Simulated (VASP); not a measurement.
Method: vdW-DF2, VASP's PBE PAW potentials (set 64) (plane waves; VASP 6.6.1).

Input for VASP

**INCAR**
```
SYSTEM=WC
PREC=Accurate; ENCUT=520; LREAL=.FALSE.
LASPH=.TRUE.
EDIFF=1E-7; NELM=100; ALGO=Normal
LMAXMIX=6
ISMEAR=1; SIGMA=0.1
GGA=ML; LUSE_VDW=.TRUE.; AGGAC=0.0
ZAB_VDW=-1.8867
IBRION=2; NSW=30; ISIF=4
EDIFFG=-0.01
LWAVE=.FALSE.; LCHARG=.FALSE.
```

**KPOINTS**
```
Automatic mesh
0
Gamma
14 14 13
0 0 0
```

File POSCAR:
```
WC
1.0
  1.5052044412  -2.6070906492   0.0000000000
  1.5052044412   2.6070906492   0.0000000000
  0.0000000000   0.0000000000   2.9257986467
W C
1 1
Direct
  0.0000000000   0.0000000000   0.0000000000
  0.3333330000   0.6666670000   0.5000000000
```

POTCAR, in this order: W_sv C (PBE.64 set). Program: vasp_std.

The resulting files:

File OUTCAR:
```
 ion  position               nearest neighbor table
   1  0.000  0.000  0.000-   2 2.27   2 2.27   2 2.27   2 2.27   2 2.27   2 2.27
   2  0.333  0.667  0.500-   1 2.27   1 2.27   1 2.27   1 2.27   1 2.27   1 2.27
  LATTYP: Found a hexagonal cell.
 ALAT       =     3.0104089528
 C/A-ratio  =     0.9718940824
 Subroutine PRICEL returns:
 Original cell was already a primitive cell.
 Subroutine GETGRP returns: Found 12 space group operations
The static configuration has the point symmetry D_3h.
The dynamic configuration has the point symmetry D_3h.
 Subroutine INISYM returns: Found 12 space group operations
 Subroutine IBZKPT returns following result:
 Found    168 irreducible k-points:

 Following reciprocal coordinates:
            Coordinates               Weight
  0.000000  0.000000  0.000000      1.000000
  0.071429  0.000000  0.000000      6.000000
  0.142857  0.000000  0.000000      6.000000
  0.214286  0.000000  0.000000      6.000000
  0.285714  0.000000  0.000000      6.000000
  0.357143  0.000000  0.000000      6.000000
  0.428571  0.000000  0.000000      6.000000
  0.500000  0.000000  0.000000      3.000000
  0.071429  0.071429  0.000000      6.000000
  0.142857  0.071429  0.000000     12.000000
  0.214286  0.071429  0.000000     12.000000
  0.285714  0.071429  0.000000     12.000000
  0.357143  0.071429  0.000000     12.000000
  0.428571  0.071429  0.000000     12.000000
  0.142857  0.142857  0.000000      6.000000
  0.214286  0.142857  0.000000     12.000000
  0.285714  0.142857  0.000000     12.000000
  0.357143  0.142857  0.000000     12.000000
  0.428571  0.142857  0.000000      6.000000
  0.214286  0.214286  0.000000      6.000000
  0.285714  0.214286  0.000000     12.000000
  0.357143  0.214286  0.000000     12.000000
  0.285714  0.285714  0.000000      6.000000
  0.357143  0.285714  0.000000      6.000000
  0.000000  0.000000  0.076923      2.000000
  0.071429  0.000000  0.076923     12.000000
  0.142857  0.000000  0.076923     12.000000
  0.214286  0.000000  0.076923     12.000000
  0.285714  0.000000  0.076923     12.000000
  0.357143  0.000000  0.076923     12.000000
  0.428571  0.000000  0.076923     12.000000
  0.500000  0.000000  0.076923      6.000000
  0.071429  0.071429  0.076923     12.000000
  0.142857  0.071429  0.076923     24.000000
  0.214286  0.071429  0.076923     24.000000
  0.285714  0.071429  0.076923     24.000000
  0.357143  0.071429  0.076923     24.000000
  0.428571  0.071429  0.076923     24.000000
  0.142857  0.142857  0.076923     12.000000
  0.214286  0.142857  0.076923     24.000000
   k-points           NKPTS =    168   k-points in BZ     NKDIM =    168   number of bands    NBANDS=     13
   number of dos      NEDOS =    301   number of ions     NIONS =      2
   total plane-waves  NPLWV =  13824
   dimension x,y,z NGX =    24 NGY =   24 NGZ =   24
   dimension x,y,z NGXF=    48 NGYF=   48 NGZF=   48
   ions per type =               1   1
   PREC   = accura    normal or accurate (medium, high low for compatibility)
   ISTART =      0    job   : 0-new  1-cont  2-samecut
   ICHARG =      2    charge: 1-file 2-atom 10-const
   ISPIN  =      1    spin polarized calculation?
   LNONCOLLINEAR =      F non collinear calculations
   LSORBIT =      F    spin-orbit coupling
   INIWAV =      1    electr: 0-lowe 1-rand  2-diag
   ENCUT  =  520.0 eV  38.22 Ry    6.18 a.u.   5.60  5.60  5.44*2*pi/ulx,y,z
   NELM   =    100;   NELMIN=  2; NELMDL= -5     # of ELM steps
   EDIFF  = 0.1E-06   stopping-criterion for ELM
   LREAL  =      F    real-space projection
   NLSPLINE    = F    spline interpolate recip. space projectors
...
```

File OSZICAR:
```
       N       E                     dE             d eps       ncg     rms          rms(c)
DAV:   1     0.118293868746E+03    0.11829E+03   -0.98181E+03  4368   0.152E+03
DAV:   2    -0.155605653235E+02   -0.13385E+03   -0.13008E+03  5093   0.379E+02
DAV:   3    -0.199982728010E+02   -0.44377E+01   -0.43968E+01  5365   0.636E+01
DAV:   4    -0.200511859440E+02   -0.52913E-01   -0.52848E-01  4889   0.729E+00
DAV:   5    -0.200517009701E+02   -0.51503E-03   -0.51501E-03  5086   0.741E-01    0.258E+01
DAV:   6    -0.162226611178E+02    0.38290E+01   -0.15678E+01  4868   0.369E+01    0.512E+00
DAV:   7    -0.160250872455E+02    0.19757E+00   -0.11072E+00  4653   0.906E+00    0.495E+00
DAV:   8    -0.160218316798E+02    0.32556E-02   -0.13809E-01  4623   0.409E+00    0.970E-01
DAV:   9    -0.160207008637E+02    0.11308E-02   -0.40113E-03  4898   0.753E-01    0.193E-01
DAV:  10    -0.160216115388E+02   -0.91068E-03   -0.18613E-03  4578   0.457E-01    0.345E-02
DAV:  11    -0.160216058201E+02    0.57187E-05   -0.63035E-05  5173   0.753E-02    0.162E-02
DAV:  12    -0.160216081274E+02   -0.23074E-05   -0.17894E-05  4408   0.512E-02    0.476E-03
DAV:  13    -0.160216088768E+02   -0.74932E-06   -0.42568E-07  5348   0.674E-03    0.157E-03
DAV:  14    -0.160216091134E+02   -0.23669E-06   -0.25034E-07  4118   0.548E-03    0.818E-04
DAV:  15    -0.160216091217E+02   -0.83014E-08   -0.13863E-08  2219   0.145E-03
   1 F= -.16021609E+02 E0= -.16021630E+02  d E =-.160216E+02
       N       E                     dE             d eps       ncg     rms          rms(c)
DAV:   1    -0.160224175101E+02   -0.80840E-03   -0.31072E-02  4368   0.211E+00    0.147E-01
DAV:   2    -0.160218218461E+02    0.59566E-03   -0.13812E-03  4643   0.357E-01    0.804E-02
DAV:   3    -0.160216065633E+02    0.21528E-03   -0.42290E-04  4743   0.187E-01    0.301E-02
DAV:   4    -0.160216006413E+02    0.59221E-05   -0.34830E-05  4928   0.557E-02    0.117E-02
DAV:   5    -0.160216005935E+02    0.47780E-07   -0.40411E-06  4708   0.193E-02    0.326E-03
DAV:   6    -0.160216008437E+02   -0.25019E-06   -0.64119E-07  4843   0.770E-03    0.860E-04
DAV:   7    -0.160216008732E+02   -0.29474E-07   -0.18445E-08  2209   0.152E-03
   2 F= -.16021601E+02 E0= -.16021610E+02  d E =0.824859E-05
       N       E                     dE             d eps       ncg     rms          rms(c)
DAV:   1    -0.160218883512E+02   -0.28751E-03   -0.82153E-03  4368   0.108E+00    0.757E-02
DAV:   2    -0.160217351518E+02    0.15320E-03   -0.36560E-04  4643   0.184E-01    0.414E-02
DAV:   3    -0.160216745082E+02    0.60644E-04   -0.11174E-04  4743   0.964E-02    0.154E-02
DAV:   4    -0.160216720571E+02    0.24511E-05   -0.93467E-06  4928   0.288E-02    0.598E-03
DAV:   5    -0.160216717457E+02    0.31137E-06   -0.10655E-06  4703   0.990E-03    0.166E-03
DAV:   6    -0.160216714784E+02    0.26736E-06   -0.15683E-07  2749   0.394E-03    0.444E-04
DAV:   7    -0.160216714657E+02    0.12694E-07   -0.12414E-08  2194   0.124E-03
   3 F= -.16021671E+02 E0= -.16021687E+02  d E =-.623439E-04
```

OUTCAR:
```
------------------------ aborting loop because EDIFF is reached ----------------------------------------
  FORCE on cell =-STRESS in cart. coord.  units (eV):
  Direction    XX          YY          ZZ          XY          YZ          ZX
  --------------------------------------------------------------------------------------
  Total       -1.2986882     -1.2986883     -1.2982596      0.0000000     -0.0000000     -0.0000000
  in kB      -90.6127737    -90.6127792    -90.5828714      0.0000000     -0.0000000     -0.0000000
  external PRESSURE =     -90.6028081 kB  Pullay stress =       0.0000000 kB
  volume of cell :       22.96
      direct lattice vectors                 reciprocal lattice vectors
     1.505947125 -2.608377013 -0.000000000     0.332016969 -0.191690081  0.000000000
     1.505947125  2.608377013  0.000000000     0.332016969  0.191690081  0.000000000
    -0.000000000  0.000000000  2.922913545    -0.000000000 -0.000000000  0.342124385
 POSITION                                       TOTAL-FORCE (eV/Angst)
 -----------------------------------------------------------------------------------
     -0.00000     -0.00000      2.92291         0.000000     -0.000000      0.000000
      1.50595      0.86946      1.46146        -0.000000      0.000000     -0.000000
 -----------------------------------------------------------------------------------
    total drift:                                0.000000     -0.000433      0.000000
  FREE ENERGIE OF THE ION-ELECTRON SYSTEM (eV)
  ---------------------------------------------------
  free  energy   TOTEN  =       -16.0216714657 eV

  energy  without entropy=      -16.0217175348  energy(sigma->0) =      -16.02168682

 reached required accuracy - stopping structural energy minimisation
```
(Selected blocks of OUTCAR.)

**CONTCAR**
```
WC
   1.00000000000000
     1.5059471250160690   -2.6083770129368267   -0.0000000000000000
     1.5059471250160690    2.6083770129368267    0.0000000000000000
    -0.0000000000000000    0.0000000000000000    2.9229135447930692
  W               C
     1     1
Direct
     0.0000000000000000    0.0000000000000000    1.0000000000000000
     0.3333330000000032    0.6666669999999968    0.5000000000000000
```

OUTCAR:
```
 val. band max:        9.8437904533   @ k =   0.0714   0.0714   0.4615

 cond. band min:       9.8719188343   @ k =   0.5000   0.0000   0.3846


 Fermi energy:         9.8663468128

 k-point     1 :       0.0000    0.0000    0.0000
  band No.  band energies     occupation
      1     -64.3504      2.00000
      2     -28.3614      2.00000
      3     -28.3015      2.00000
      4     -28.3015      2.00000
      5      -3.6441      2.00000
      6       6.1805      2.00000
      7       6.9105      2.00000
      8       6.9105      2.00000
      9       9.9781     -0.06683
     10      12.6395      0.00000
     11      12.6395      0.00000
     12      14.8192      0.00000
     13      14.8192      0.00000

 k-point     2 :       0.0714    0.0000    0.0000
  band No.  band energies     occupation
      1     -64.3487      2.00000
      2     -28.3579      2.00000
      3     -28.3296      2.00000
      4     -28.3080      2.00000
      5      -3.5295      2.00000
      6       6.2152      2.00000
      7       6.7434      2.00000
      8       7.0177      2.00000
      9       9.6208      2.00282
     10      12.6012      0.00000
     11      13.0391      0.00000
     12      14.5519      0.00000
     13      14.7400      0.00000

 k-point     3 :       0.1429    0.0000    0.0000
  band No.  band energies     occupation
      1     -64.3439      2.00000
      2     -28.4077      2.00000
      3     -28.3480      2.00000
      4     -28.3262      2.00000
      5      -3.1992      2.00000
      6       5.9571      2.00000
      7       6.6870      2.00000
      8       7.3259      2.00000
      9       8.9129      2.00000
     10      12.4958      0.00000
     11      13.8522      0.00000
     12      13.9710      0.00000
     13      14.5325      0.00000

 k-point     4 :       0.2143    0.0000    0.0000
  band No.  band energies     occupation
      1     -64.3369      2.00000
      2     -28.5189      2.00000
      3     -28.3524      2.00000
...
```

Unless said otherwise, spin-orbit coupling is left out, though it shifts the bands of the heavy elements here.

The compound is WC in the wc structure. This cell is one point of a volume scan, at 1.03 of the reference volume. Symmetry was kept, so distortions that lower it aren't found.
